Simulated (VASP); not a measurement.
A run of VASP 6.6.1 is set up as follows.

Contents of INCAR:

```
SYSTEM = Te2Mo
PREC = Accurate
ENCUT = 520
EDIFF = 1E-6
ISMEAR = 0
SIGMA = 0.03
LREAL = .FALSE.
LASPH = .TRUE.
NELM = 80
ALGO = Fast
ISIF = 2
LWAVE = .FALSE.
LCHARG = .FALSE.
LMAXMIX = 4
GGA = MK
LUSE_VDW = .TRUE.
AGGAC = 0.0
PARAM1 = 0.1234
PARAM2 = 0.711357
ZAB_VDW = -1.8867
NBANDS = 35
ICORELEVEL = 1
```

KPOINTS

```
regular mesh
0
G
  9 9 2
  0 0 0
```

Contents of POSCAR:

```
Te2Mo                                   
1.0
    3.5346274419     -0.0000000000      0.0000000000
   -1.7673137210      3.0610771620     -0.0000000000
   -0.0000000000      0.0000000000     14.0671292182
  Te              Mo            
     4     2
Direct
     0.3333333300000021    0.6666666699999979    0.6209281854775353
     0.6666666699999979    0.3333333300000021    0.1209281854775352
     0.3333333300000021    0.6666666699999979    0.8790718145224647
     0.6666666699999979    0.3333333300000021    0.3790718145224647
     0.3333333300000021    0.6666666699999979    0.2500000000000000
     0.6666666699999979    0.3333333300000021    0.7500000000000000
```

File KPOINTS_OPT:

```
explicit points
96
Reciprocal
 0.0000000000  0.0000000000  0.0000000000 1
 0.0555555556  0.0000000000  0.0000000000 1
 0.1111111111  0.0000000000  0.0000000000 1
 0.1666666667  0.0000000000  0.0000000000 1
 0.2222222222  0.0000000000  0.0000000000 1
 0.2777777778  0.0000000000  0.0000000000 1
 0.3333333333  0.0000000000  0.0000000000 1
 0.3888888889  0.0000000000  0.0000000000 1
 0.4444444444  0.0000000000  0.0000000000 1
 0.5000000000  0.0000000000  0.0000000000 1
 0.5000000000  0.0000000000  0.0000000000 1
 0.4814814815  0.0370370370  0.0000000000 1
 0.4629629630  0.0740740741  0.0000000000 1
 0.4444444444  0.1111111111  0.0000000000 1
 0.4259259259  0.1481481481  0.0000000000 1
 0.4074074074  0.1851851852  0.0000000000 1
 0.3888888889  0.2222222222  0.0000000000 1
 0.3703703703  0.2592592592  0.0000000000 1
 0.3518518518  0.2962962963  0.0000000000 1
 0.3333333333  0.3333333333  0.0000000000 1
 0.3333333333  0.3333333333  0.0000000000 1
 0.2962962963  0.2962962963  0.0000000000 1
 0.2592592592  0.2592592592  0.0000000000 1
 0.2222222222  0.2222222222  0.0000000000 1
 0.1851851852  0.1851851852  0.0000000000 1
 0.1481481481  0.1481481481  0.0000000000 1
 0.1111111111  0.1111111111  0.0000000000 1
 0.0740740741  0.0740740741  0.0000000000 1
 0.0370370370  0.0370370370  0.0000000000 1
 0.0000000000  0.0000000000  0.0000000000 1
 0.0000000000  0.0000000000  0.0000000000 1
 0.0000000000  0.0000000000  0.0555555556 1
 0.0000000000  0.0000000000  0.1111111111 1
 0.0000000000  0.0000000000  0.1666666667 1
 0.0000000000  0.0000000000  0.2222222222 1
 0.0000000000  0.0000000000  0.2777777778 1
 0.0000000000  0.0000000000  0.3333333333 1
 0.0000000000  0.0000000000  0.3888888889 1
 0.0000000000  0.0000000000  0.4444444444 1
 0.0000000000  0.0000000000  0.5000000000 1
 0.0000000000  0.0000000000  0.5000000000 1
 0.0555555556  0.0000000000  0.5000000000 1
 0.1111111111  0.0000000000  0.5000000000 1
 0.1666666667  0.0000000000  0.5000000000 1
 0.2222222222  0.0000000000  0.5000000000 1
 0.2777777778  0.0000000000  0.5000000000 1
 0.3333333333  0.0000000000  0.5000000000 1
 0.3888888889  0.0000000000  0.5000000000 1
 0.4444444444  0.0000000000  0.5000000000 1
 0.5000000000  0.0000000000  0.5000000000 1
 0.5000000000  0.0000000000  0.5000000000 1
 0.4814814815  0.0370370370  0.5000000000 1
 0.4629629630  0.0740740741  0.5000000000 1
 0.4444444444  0.1111111111  0.5000000000 1
 0.4259259259  0.1481481481  0.5000000000 1
 0.4074074074  0.1851851852  0.5000000000 1
 0.3888888889  0.2222222222  0.5000000000 1
 0.3703703703  0.2592592592  0.5000000000 1
 0.3518518518  0.2962962963  0.5000000000 1
 0.3333333333  0.3333333333  0.5000000000 1
 0.3333333333  0.3333333333  0.5000000000 1
 0.2962962963  0.2962962963  0.5000000000 1
 0.2592592592  0.2592592592  0.5000000000 1
 0.2222222222  0.2222222222  0.5000000000 1
 0.1851851852  0.1851851852  0.5000000000 1
 0.1481481481  0.1481481481  0.5000000000 1
 0.1111111111  0.1111111111  0.5000000000 1
 0.0740740741  0.0740740741  0.5000000000 1
 0.0370370370  0.0370370370  0.5000000000 1
 0.0000000000  0.0000000000  0.5000000000 1
 0.5000000000  0.0000000000  0.5000000000 1
 0.5000000000  0.0000000000  0.4444444444 1
 0.5000000000  0.0000000000  0.3888888889 1
 0.5000000000  0.0000000000  0.3333333333 1
 0.5000000000  0.0000000000  0.2777777778 1
 0.5000000000  0.0000000000  0.2222222222 1
 0.5000000000  0.0000000000  0.1666666667 1
 0.5000000000  0.0000000000  0.1111111111 1
 0.5000000000  0.0000000000  0.0555555556 1
 0.5000000000  0.0000000000  0.0000000000 1
 0.3333333333  0.3333333333  0.0000000000 1
 0.3333333333  0.3333333333  0.0555555556 1
 0.3333333333  0.3333333333  0.1111111111 1
 0.3333333333  0.3333333333  0.1666666667 1
 0.3333333333  0.3333333333  0.2222222222 1
 0.3333333333  0.3333333333  0.2777777778 1
 0.3333333333  0.3333333333  0.3333333333 1
 0.3333333333  0.3333333333  0.3888888889 1
 0.3333333333  0.3333333333  0.4444444444 1
 0.3333333333  0.3333333333  0.5000000000 1
 0.0000000000  0.0000000000  0.0000000000 1
 0.0000000000  0.0000000000  0.5000000000 1
 0.3333333333  0.3333333333  0.5000000000 1
 0.3333333333  0.3333333333  0.0000000000 1
 0.5000000000  0.0000000000  0.5000000000 1
 0.5000000000  0.0000000000  0.0000000000 1
```

Potentials or basis: VASP PAW PBE potentials, release 64 (Te, Mo_sv).

Command:

```sh
$ cat potpaw_PBE.64/Te/POTCAR potpaw_PBE.64/Mo_sv/POTCAR > POTCAR
$ mpirun -np 1 vasp_std > vasp.out
```

(1) Predict the pressure.

(2) Predict the band gap on the k mesh.

(3) Predict the band gap along the path.

Answers

(1) 0.0 GPa.

(2) 0.77 eV, indirect (least direct gap 1.02 eV).

(3) 0.71 eV, indirect (least direct gap 1.02 eV).

Caveat: the PAW data sets were made with another functional, which shifts forces and pressure a little; spin-orbit coupling is left out, which moves the levels of the heavy elements.

**The experiment to reproduce.**

From “Broadband infrared study of pressure-tunable Fano resonance and metallization transition in 2H-MoTe2”, 2022, pmc:9569381, for a bulk crystal of Te2Mo at 300 K: band gap 0.88 ± 0.05 eV (indirect).

Against the measured gap of Te2Mo, 0.88 eV (indirect; 300 K; quoted in “Broadband infrared study of pressure-tunable Fano resonance and metallization transition in 2H-MoTe2”, 2022, pmc:9569381), the calculated 0.71 eV is off by -0.17 eV. Spin-orbit coupling on Mo, Te is left out. The value is that of rev-vdW-DF2, without temperature or zero-point motion.
